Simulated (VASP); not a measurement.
Input for VASP

### KPOINTS
```
Automatic mesh
0
Gamma
12 12 12
0 0 0
```

File POSCAR:
```
MoSi2
1.0
 -1.5973096137   1.5973096137   3.9072384890
  1.5973096137  -1.5973096137   3.9072384890
  1.5973096137   1.5973096137  -3.9072384890
Si Mo
2 1
direct
  0.6648078099   0.6648078099   0.0000000000
  0.3351921901   0.3351921901   0.0000000000
  0.0000000000   0.0000000000   0.0000000000
```

INCAR:
```
SYSTEM = MoSi2
PREC = Accurate; ENCUT = 520; LREAL = .FALSE.
LASPH = .TRUE.
EDIFF = 1E-6; NELM = 100; ALGO = Normal
LMAXMIX = 4
ISMEAR = 1; SIGMA = 0.1
GGA = MK; LUSE_VDW = .TRUE.; AGGAC = 0.0
PARAM1 = 0.1234568; PARAM2 = 0.7114; ZAB_VDW = -1.8867
IBRION = 2; NSW = 60; ISIF = 3
EDIFFG = -0.02
LWAVE = .FALSE.; LCHARG = .FALSE.
```

POTCAR, in this order: Si Mo_sv (PBE.64 set). Program: vasp_std.

Write an equivalent input for Quantum ESPRESSO's pw.x.

One equivalent input (not run):
```
&CONTROL
  calculation = 'vc-relax'
  pseudo_dir = './pseudo'
  outdir = './out'
  tprnfor = .true.
  tstress = .true.
  nstep = 60
  forc_conv_thr = 0.00078
/
&SYSTEM
  ibrav = 0
  nat = 3
  ntyp = 2
  ecutwfc = 80
  occupations = 'smearing'
  smearing = 'methfessel-paxton'
  degauss = 0.00735
  input_dft = 'vdw-df2-b86r'
/
&ELECTRONS
  conv_thr = 7.3e-08
  electron_maxstep = 100
/
&IONS
/
&CELL
/
ATOMIC_SPECIES
  Si 28.085 Si.upf
  Mo 95.950 Mo.upf
CELL_PARAMETERS angstrom
    -1.5973096    1.5973096    3.9072385
     1.5973096   -1.5973096    3.9072385
     1.5973096    1.5973096   -3.9072385
ATOMIC_POSITIONS crystal
  Si   0.6648078  0.6648078  0.0000000
  Si   0.3351922  0.3351922  0.0000000
  Mo   0.0000000  0.0000000  0.0000000
K_POINTS automatic
  12 12 12 0 0 0
```
The two are equivalent in intent, not identical: the potentials are each code's own (VASP's PAW set, PseudoDojo norm-conserving files in pw.x), so ENCUT and ecutwfc are chosen apart and not converted; conv_thr bounds pw.x's estimated SCF error, while EDIFF bounds the energy change between steps; forc_conv_thr acts on force components and is met together with etot_conv_thr.

The compound is MoSi2 in the MoSi2 type structure. This run relaxes it. Symmetry was kept, so distortions that lower it aren't found. The start is the result of an earlier pass.
